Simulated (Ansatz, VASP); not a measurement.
**MnCuO2 (Crednerite) in two plane-wave programs**

Wanted: the spread between two codes on one cell, functional and k mesh. The cell comes out of the VASP series on this material, whose earlier steps may have relaxed, scaled or displaced it; both programs get it as it stands.

Program: Ansatz 0.2.0. Level of theory: plane waves, with VASP 6.6.1 beside it; relaxation of cell and atoms at PBEsol, DFT+U and zone-centre phonons at PBEsol, DFT+U. Results are calculated unless marked as measured.

## Step 1: Starting point

Symmetry: C2/m, No. 12, monoclinic system. Conventional cell: a = 5.586 Å, b = 2.917 Å, c = 5.823 Å, α = 90.00°, β = 103.74°, γ = 90.00°. Nearest to Mn lie 6 O at 1.95 to 2.24 Å. Nearest to Cu lie 2 O at 1.81 Å. Nearest to O lie 1 Cu at 1.81 Å and 3 Mn at 1.95 to 2.24 Å. Farther neighbours and most contacts between anions are not listed.

## Step 2: VASP: relaxation of cell and atoms, PBEsol, DFT+U

The relaxed volume is the usual yardstick between codes: its relative difference is about their pressure difference at one cell divided by the bulk modulus.

Lines of VASP's logs that name or quote its potential files are left out, and so is its time.

File INCAR:

```
SYSTEM = MnCuO2
PREC = Accurate
ENCUT = 520
EDIFF = 1E-06
NELM = 100
ISMEAR = 0
SIGMA = 0.05
LREAL = .FALSE.
ALGO = Normal
GGA = PS
NBANDS = 26
ISPIN = 2
MAGMOM = 4 0.6 0 0
LDAU = .TRUE.
LDAUTYPE = 2
LDAUL = 2 2 -1
LDAUU = 4 5 0
LDAUJ = 0 0 0
LDAUPRINT = 1
LASPH = .TRUE.
LMAXMIX = 4
LORBIT = 11
LWAVE = .FALSE.
LCHARG = .FALSE.
KPAR = 4
IBRION = 2
NSW = 60
ISIF = 3
EDIFFG = -0.01
```

File POSCAR:

```
MnCuO2
1.0
    2.7926571158     -1.4583286311      0.0299771144
    2.7926571158      1.4583286311      0.0299771144
   -1.4439861849      0.0000000000      5.6408443961
Mn Cu O
1 1 2
Direct
    0.0000000000      0.0000000000      0.0000000000
    0.5000000000      0.5000000000      0.5000000000
    0.4021530575      0.4021530575      0.1806834249
    0.5978469425      0.5978469425      0.8193165751
```

File KPOINTS:

```
Automatic mesh
0
Gamma
9 9 4
0 0 0
```

PAW data sets: Mn_pv, Cu and O (PBE family, release 64).

Launch:

```bash
mpirun -np 4 vasp_std
```

Numbers of over 12 decimals in the logs are rounded to 6 here.

Log:

```text
[banner, memory and clock lines left out]
running    4 mpi-ranks, on    1 nodes
 distrk:  each k-point on    1 cores,    4 groups
 distr:  one band on    1 cores,    1 groups

 POSCAR found type information on POSCAR MnCuO
 POSCAR found :  3 types and       4 ions
|                                                                             |
|               ----> ADVICE to this user running VASP <----                  |
|                                                                             |
|     You enforced a specific xc type in the INCAR file but a different       |
|     [... a line on the potential file left out ...]
|     I HOPE YOU KNOW WHAT YOU ARE DOING!                                     |
|                                                                             |

 LDA part: xc-table for (Slater+PW92), standard interpolation
 POSCAR, INCAR and KPOINTS ok, starting setup
 FFT: planning ... GRIDC
 FFT: planning ... GRID_SOFT
 FFT: planning ... GRID
 WAVECAR not read
 entering main loop
       N       E                     dE             d eps       ncg     rms          rms(c)
DAV:   1     0.364806769968E+03    0.36481E+03   -0.19053E+04 10496   0.189E+03
DAV:   2     0.896236791704E+01   -0.35584E+03   -0.33333E+03 10252   0.440E+02
DAV:   3    -0.284849427790E+02   -0.37447E+02   -0.36392E+02 11670   0.154E+02
DAV:   4    -0.296473594282E+02   -0.11624E+01   -0.11585E+01 11720   0.281E+01
DAV:   5    -0.296788151170E+02   -0.31456E-01   -0.31436E-01 12172   0.495E+00    0.231E+01
DAV:   6    -0.258104123682E+02    0.38684E+01   -0.31721E+01 14538   0.812E+01    0.204E+01
DAV:   7    -0.257406800816E+02    0.69732E-01   -0.41590E+00 11836   0.389E+01    0.117E+01
DAV:   8    -0.257885792615E+02   -0.47899E-01   -0.71130E-01 12692   0.733E+00    0.704E+00
DAV:   9    -0.257587745322E+02    0.29805E-01   -0.10201E-01 15528   0.883E+00    0.138E+00
DAV:  10    -0.257623379479E+02   -0.35634E-02   -0.36645E-02 12768   0.421E+00    0.278E-01
DAV:  11    -0.257629160706E+02   -0.57812E-03   -0.29339E-03 12658   0.553E-01    0.129E-01
DAV:  12    -0.257629845071E+02   -0.68436E-04   -0.43788E-04 13868   0.406E-01    0.769E-02
DAV:  13    -0.257629999931E+02   -0.15486E-04   -0.11581E-04 14056   0.218E-01    0.267E-02
DAV:  14    -0.257630065511E+02   -0.65580E-05   -0.15826E-05 13760   0.935E-02    0.932E-03
DAV:  15    -0.257630069023E+02   -0.35124E-06   -0.27623E-06  8860   0.264E-02
   1 F= -.25763007E+02 E0= -.25763007E+02  d E =-.257630E+02  mag=     4.0000
 curvature:   0.00 expect dE= 0.000E+00 dE for cont linesearch  0.000E+00
 trial: gam= 0.00000 g(F)=  0.100E-05 g(S)=  0.252E-05 ort = 0.000E+00 (trialstep = 0.100E+01)
 search vector abs. value=  0.352E-05
 reached required accuracy - stopping structural energy minimisation
```

From OUTCAR (step 2):

```text
ion  position               nearest neighbor table
   1  0.000  0.000  0.000-   4 1.95   4 1.95   3 1.95   3 1.95   3 2.24   4 2.24
   2  0.500  0.500  0.500-   3 1.81   4 1.81
   3  0.402  0.402  0.181-   2 1.81   1 1.95   1 1.95   1 2.24
   4  0.598  0.598  0.819-   2 1.81   1 1.95   1 1.95   1 2.24

  LATTYP: Found a base centered monoclinic cell.
 ALAT       =     5.5856360045
 B/A-ratio  =     0.5221710222
 C/A-ratio  =     1.0424476583
 COS(beta)  =    -0.2375784951

 Subroutine GETGRP returns: Found  4 space group operations
 (whereof  4 operations were pure point group operations)

The static configuration has the point symmetry C_2h.

 Found     95 irreducible k-points:

   k-points           NKPTS =     95   k-points in BZ     NKDIM =     95   number of bands    NBANDS=     26

   dimension x,y,z NGX =    24 NGY =   24 NGZ =   48
   dimension x,y,z NGXF=    48 NGYF=   48 NGZF=   96

   ENCUT  =  520.0 eV  38.22 Ry    6.18 a.u.   5.86  5.86 10.83*2*pi/ulx,y,z

   NELECT =      36.0000    total number of electrons

 k-points in reciprocal lattice and weights: Automatic mesh
   0.00000000  0.00000000  0.00000000       0.003
   0.11111111 -0.00000000  0.00000000       0.012
   0.22222222 -0.00000000  0.00000000       0.012
   0.33333333 -0.00000000  0.00000000       0.012
   0.44444444 -0.00000000  0.00000000       0.012
   0.11111111  0.11111111  0.00000000       0.006
   0.22222222  0.11111111  0.00000000       0.012
   0.33333333  0.11111111  0.00000000       0.012
   0.44444444  0.11111111  0.00000000       0.012
[...]
0.33333333  0.11111111  0.50000000       0.012
[...]
0.9528  0.0007  0.0000  0.0000  0.0000
  0.0007  0.9688  0.0000  0.0000  0.0000
  0.0000  0.0000  0.8709 -0.0075 -0.0012
  0.0000  0.0000 -0.0075  0.9691  0.0007
  0.0000  0.0000 -0.0012  0.0007  0.9524

 occupancies and eigenvectors

  o =  0.8699  v =  0.0000  0.0000  0.9978  0.0614  0.0266  0.0000  0.0000  0.0000  0.0000  0.0000      0.0000  0.0000  0.0000  0.0000  0.0000  0.0000  0.0000  0.0000  0.0000  0.0000
  o =  0.8703  v =  0.0000  0.0000  0.0000  0.0000  0.0000  0.0000  0.0000  0.9970  0.0757  0.0135      0.0000  0.0000  0.0000  0.0000  0.0000  0.0000  0.0000  0.0000  0.0000  0.0000
  o =  0.9505  v = -0.8073 -0.5901  0.0000  0.0000  0.0000  0.0000  0.0000  0.0000  0.0000  0.0000      0.0000  0.0000  0.0000  0.0000  0.0000  0.0000  0.0000  0.0000  0.0000  0.0000
  o =  0.9515  v =  0.0000  0.0000  0.0231  0.0567 -0.9981  0.0000  0.0000  0.0000  0.0000  0.0000      0.0000  0.0000  0.0000  0.0000  0.0000  0.0000  0.0000  0.0000  0.0000  0.0000
  o =  0.9524  v =  0.0000  0.0000  0.0000  0.0000  0.0000  0.0000  0.0000  0.0100  0.0458 -0.9989      0.0000  0.0000  0.0000  0.0000  0.0000  0.0000  0.0000  0.0000  0.0000  0.0000
  o =  0.9527  v =  0.0000  0.0000  0.0000  0.0000  0.0000 -0.9989  0.0463  0.0000  0.0000  0.0000      0.0000  0.0000  0.0000  0.0000  0.0000  0.0000  0.0000  0.0000  0.0000  0.0000
  o =  0.9549  v = -0.5901  0.8073  0.0000  0.0000  0.0000  0.0000  0.0000  0.0000  0.0000  0.0000      0.0000  0.0000  0.0000  0.0000  0.0000  0.0000  0.0000  0.0000  0.0000  0.0000
  o =  0.9636  v =  0.0000  0.0000 -0.0628  0.9965  0.0552  0.0000  0.0000  0.0000  0.0000  0.0000      0.0000  0.0000  0.0000  0.0000  0.0000  0.0000  0.0000  0.0000  0.0000  0.0000
  o =  0.9689  v =  0.0000  0.0000  0.0000  0.0000  0.0000  0.0463  0.9989  0.0000  0.0000  0.0000      0.0000  0.0000  0.0000  0.0000  0.0000  0.0000  0.0000  0.0000  0.0000  0.0000
  o =  0.9698  v =  0.0000  0.0000  0.0000  0.0000  0.0000  0.0000  0.0000 -0.0762  0.9961  0.0449      0.0000  0.0000  0.0000  0.0000  0.0000  0.0000  0.0000  0.0000  0.0000  0.0000

 average (electrostatic) potential at core
       1 -70.3858       2 -64.1105       3 -70.6857       4 -70.6857

 E-fermi :   5.0695

 spin component 1
 k-point     1 :       0.0000    0.0000    0.0000
  band No.  band energies     occupation
    ...
     16       2.0837      1.00000
     17       2.1811      1.00000
     18       2.2831      1.00000
     19       2.3611      1.00000
     20       4.8781      1.00000
     21       6.5819      0.00000
     22       6.9990      0.00000
     23      10.9865      0.00000
     24      12.7769      0.00000
     25      17.7051      0.00000
    ...

 k-point     2 :       0.1111   -0.0000    0.0000
  band No.  band energies     occupation
    ...
     16       2.0449      1.00000
     17       2.1091      1.00000
     18       2.2630      1.00000
     19       2.6266      1.00000
     20       4.7026      1.00000
     21       6.2758      0.00000
     22       7.2832      0.00000
     23      11.4905      0.00000
     24      12.9707      0.00000
     25      17.9365      0.00000
    ...

 k-point     3 :       0.2222   -0.0000    0.0000
  band No.  band energies     occupation
    ...
     16       2.1226      1.00000
     17       2.3803      1.00000
     18       2.6387      1.00000
     19       2.9626      1.00000
     20       4.2925      1.00000
     21       5.8082      0.00000
     22       7.7819      0.00000
     23      12.5497      0.00000
     24      13.3798      0.00000
     25      16.4538      0.00000
    ...

 k-point     4 :       0.3333   -0.0000    0.0000
  band No.  band energies     occupation
    ...
     16       2.3126      1.00000
     17       2.7067      1.00000
     18       3.0490      1.00000
     19       3.3769      1.00000
     20       3.9982      1.00000
     21       5.6616      0.00000
     22       8.1264      0.00000
     23      12.5911      0.00000
     24      13.6299      0.00000
     25      15.4399      0.00000
    ...

 k-point     5 :       0.4444   -0.0000    0.0000
  band No.  band energies     occupation
    ...
     16       2.4469      1.00000
     17       2.7614      1.00000
     18       2.9507      1.00000
     19       3.9848      1.00000
     20       4.0756      1.00000
     21       5.7282      0.00000
     22       8.3489      0.00000
     23      11.0641      0.00000
     24      14.3334      0.00000
     25      15.6886      0.00000
    ...

 k-point     6 :       0.1111    0.1111    0.0000
  band No.  band energies     occupation
    ...
     16       2.1172      1.00000
     17       2.1778      1.00000
     18       2.2717      1.00000
     19       2.5308      1.00000
     20       4.5274      1.00000
     21       6.5638      0.00000
     22       7.2566      0.00000
     23      11.4270      0.00000
     24      12.9398      0.00000
     25      17.4822      0.00000
    ...

  Total       -0.0109036     -0.0014686      0.0093073      0.0000000      0.0000000     -0.0006709
  in kB       -0.3791772     -0.0510715      0.3236654      0.0000000      0.0000000     -0.0233304
  external PRESSURE =      -0.0355278 kB  Pullay stress =       0.0000000 kB

  energy-cutoff  :      520.00
  volume of cell :       46.07
      direct lattice vectors                 reciprocal lattice vectors
     2.792657116 -1.458328631  0.029977114     0.178550329 -0.342858248  0.045706669
     2.792657116  1.458328631  0.029977114     0.178550329  0.342858248  0.045706669
    -1.443986185  0.000000000  5.640844396    -0.001897738  0.000000000  0.176792626

 POSITION                                       TOTAL-FORCE (eV/Angst)
 -----------------------------------------------------------------------------------
      0.00000      0.00000      0.00000         0.000000      0.000000     -0.000000
      2.07066      0.00000      2.85040         0.000000     -0.000000     -0.000000
      1.98525      0.00000      1.04332        -0.000288      0.000000     -0.003206
      2.15608      0.00000      4.65748         0.000288      0.000000      0.003206
 -----------------------------------------------------------------------------------
    total drift:                                0.000000     -0.000000      0.000000

  FREE ENERGIE OF THE ION-ELECTRON SYSTEM (eV)
  ---------------------------------------------------
  free  energy   TOTEN  =       -25.7630069023 eV

  energy  without entropy=      -25.7630069023  energy(sigma->0) =      -25.76300690

 reached required accuracy - stopping structural energy minimisation

 total charge
# of ion       s       p       d       tot
------------------------------------------
    1        0.295   6.331   4.847  11.473
    2        0.428   0.331   9.381  10.139
    3        1.552   3.468   0.000   5.021
    4        1.552   3.468   0.000   5.021
--------------------------------------------------
tot          3.827  13.598  14.228  31.654

 magnetization (x)
# of ion       s       p       d       tot
------------------------------------------
    1        0.035   0.033   3.841   3.909
    2        0.011   0.007  -0.024  -0.005
    3        0.006  -0.023   0.000  -0.017
    4        0.006  -0.023   0.000  -0.017
--------------------------------------------------
tot          0.058  -0.006   3.817   3.870

[... 6 further parts left out ...]
```

CONTCAR:

```
MnCuO2
   1.00000000000000
     2.7926571158000000   -1.4583286311000001    0.0299771144000000
     2.7926571158000000    1.4583286311000001    0.0299771144000000
    -1.4439861849000000    0.0000000000000000    5.6408443961000003
  Mn              Cu              O
     1     1     2
Direct
     0.0000000000000000    0.0000000000000000    0.0000000000000000
     0.5000000000000000    0.5000000000000000    0.5000000000000000
     0.4021530575000014    0.4021530575000014    0.1806834249000033
     0.5978469424999986    0.5978469424999986    0.8193165750999967
```

The cell holds one magnetic atom, so no antiferromagnetic order fits into it. The gap is read on the k-mesh alone, so it is an upper bound where the band edges lie off the mesh. The run keeps the 4 symmetry operations of its start, so it cannot find a distortion of lower symmetry.

[end of part 1 of 2]

[Lines on the potential files, build, host, timing and source positions are cut from VASP's logs without a mark.]

[Logs are printed without paths, hosts, clocks, repeated set-up lines and the standing remarks that a program may print on its own settings, such as how far it seeks lower states.]

[Hosts, paths, dates, database ids (printed as entryN), source tags and the programs' standing remarks are cut or masked in the printed files.]
